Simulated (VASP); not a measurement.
The system is Ti.

```
Ti
1.0
     2.95000    0.00000    0.00000
    -1.47500    2.55477    0.00000
     0.00000    0.00000    4.68000
Ti
2
Cartesian
  0.0000 1.7032 1.1700
  1.4750 0.8516 3.5100
```

* Program: VASP 6.6.1
* Task: relaxation of cell and atoms
* Functional: LDA
* Potentials or basis: VASP PAW LDA potentials, release 64 (Ti_sv)
* Cutoff: 600 eV
* k mesh: 15 × 15 × 8
* Occupations: methfessel-paxton, width 0.1 eV
* Spin: no spin polarisation

At the start: pressure -9.9 GPa; volume 17.64 Å³/atom.

**Question.** Where does the relaxation end?

**Answer.** Over 13 steps the energy falls by 51.9 meV/atom and the volume is 16.07 Å³/atom (-8.9 %); space group P6_3/mmc (No. 194, to 0.05 Å).

Step by step:
| step | energy change (eV) | largest force (eV/Å) | pressure (GPa) | volume (Å³) |
| --- | --- | --- | --- | --- |
| 1 | 0.0000 | 0.0000 | -9.86 | 35.27 |
| 2 | -0.0421 | 0.0000 | 9.70 | 30.01 |
| 3 | -0.1037 | 0.0000 | -0.06 | 32.17 |
| 4 | -0.1037 | 0.0000 | 0.10 | 32.11 |
| 5 | -0.1038 | 0.0000 | -0.02 | 32.15 |
| 6 | -0.1038 | 0.0000 | 0.03 | 32.16 |
| 7 | -0.1038 | 0.0000 | -0.09 | 32.17 |
| 8 | -0.1038 | 0.0000 | -0.09 | 32.17 |
| 9 | -0.1038 | 0.0000 | -0.14 | 32.16 |
| 10 | -0.1038 | 0.0000 | -0.07 | 32.16 |
| 11 | -0.1038 | 0.0000 | -0.07 | 32.16 |
| 12 | -0.1038 | 0.0000 | -0.05 | 32.16 |
| 13 | -0.1038 | 0.0000 | 0.01 | 32.14 |

Final structure:
```xyz
2
Lattice="2.8647 0.0000 0.0000 -1.4324 2.4809 0.0000 0.0000 0.0000 4.5225" Properties=species:S:1:pos:R:3 pbc="T T T"
Ti    0.0000    1.6539    1.1306
Ti    1.4324    0.8270    3.3919
```
